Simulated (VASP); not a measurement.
A VASP calculation is set up with these files.

**INCAR**
```
ISIF  =  2   # forces and stress, cell fixed
GGA  =  PE
LREAL  =  .FALSE.   # projection in real space or not
LWAVE  =  .FALSE.
LCHARG  =  .FALSE.
LASPH  =  .TRUE.
EDIFF  =  1E-6
PREC  =  Accurate
NELM  =  100
SYSTEM  =  SnS2
ALGO  =  Normal   # blocked Davidson
ENCUT  =  300   # plane-wave cut-off (eV)
ISMEAR  =  0   # Gaussian
LMAXMIX  =  4
SIGMA  =  0.1   # width (eV)
```

File POSCAR:
```
SnS2
1
    3.2077790000     0.0000000000     0.0000000000
   -1.6038900000     2.7780180000     0.0000000000
    0.0000000000     0.0000000000    17.0568720000
Sn S
1 2
Direct
  0.6666670000   0.3333330000   0.5000000000
  0.3333330000   0.6666670000   0.4103920000
  0.3333330000   0.6666670000   0.5896080000
```

### KPOINTS
```
Automatic mesh
0
Gamma
8 8 1
0 0 0
```

POTCAR, in this order: Sn_d S (PBE.64 set). Program: vasp_std.

Q: Translate this PBE calculation to Ansatz.

A: One equivalent input (not run):
Ansatz 0.2 input:
```yaml
crystal:
  lattice:
    - [3.2077790, 0.0000000, 0.0000000]
    - [-1.6038900, 2.7780180, 0.0000000]
    - [0.0000000, 0.0000000, 17.0568720]
  atoms:
    - { symbol: Sn, position: [0.6666670, 0.3333330, 0.5000000] }
    - { symbol: S, position: [0.3333330, 0.6666670, 0.4103920] }
    - { symbol: S, position: [0.3333330, 0.6666670, 0.5896080] }
kpoints:
  mp_grid: { grid: [8, 8, 1] }
hamiltonian:
  xc: pbe
  pseudopotentials: { kind: paw }
scf:
  occupations: { method: gaussian, width: 0.1 }
  max_iter: 100
output: { forces: true, stress: true, eigenvalues: true }
```
Limits of the translation: each code has its own PAW files, so the cut-off isn't converted (ENCUT is set for VASP's; basis.ecutwfc is left out, and Ansatz then takes the one that its files recommend); Ansatz stops its SCF on the density residual and VASP on the energy change (EDIFF).

The cell is a sheet with vacuum, built from a generated structure.
